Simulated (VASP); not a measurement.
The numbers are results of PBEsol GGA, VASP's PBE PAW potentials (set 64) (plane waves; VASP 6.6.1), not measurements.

The input files of a VASP run:

**INCAR**
```
MAGMOM = 5.0 -5.0 2*0.0
ISPIN = 2   ! spin-polarised
ISMEAR = -1   ! Fermi-Dirac
ENCUT = 400   ! plane-wave cut-off (eV)
ALGO = Normal
LCHARG = F
PREC = Accurate
GGA = PS   ! PBEsol
SYSTEM = MnO
LMAXMIX = 4   ! l cut-off of mixed one-centre charges
ISIF = 2   ! forces and stress, cell fixed
NELM = 100   ! most electronic steps
EDIFF = 1E-6
LWAVE = F
LREAL = F   ! projection in real space or not
SIGMA = 0.02
LASPH = T   ! aspherical one-centre terms
LORBIT = 11   ! lm-projected
```

**POSCAR**
```
MnO
1
    4.4400000000     2.2200000000     2.2200000000
    2.2200000000     4.4400000000     2.2200000000
    2.2200000000     2.2200000000     4.4400000000
Mn O
2 2
Direct
  0.0000000000   0.0000000000   0.0000000000
  0.5000000000   0.5000000000   0.5000000000
  0.2500000000   0.2500000000   0.2500000000
  0.7500000000   0.7500000000   0.7500000000
```

**KPOINTS**
```
K-points
0
gamma
 5 5 5
```

POTCAR, in this order: Mn_pv O (PBE.64 set). Program: vasp_std.

**Question.** What will the output report for the number of irreducible k-points (NKPTS), largest plane-wave count, number of space-group operations, FFT grid (NGX, NGY, NGZ)?

**Answer.** 
```
Quantity                                      Result
--------------------------------------  ------------
number of irreducible k-points (NKPTS)            19
largest plane-wave count                         804
number of space-group operations                  12
FFT grid (NGX, NGY, NGZ)                36 × 36 × 36
```

The structure is a typed MnO crystal (Fm-3m). The cell was not relaxed at this level. The k-mesh is coarse (spacing up to 0.47 per Å, 2π included), so the numbers may not be converged in it. The run is one of a series of settings (GGA = PS, POTCAR Mn_pv O (PBE.64 set) against the base run), some of them coarse on purpose.
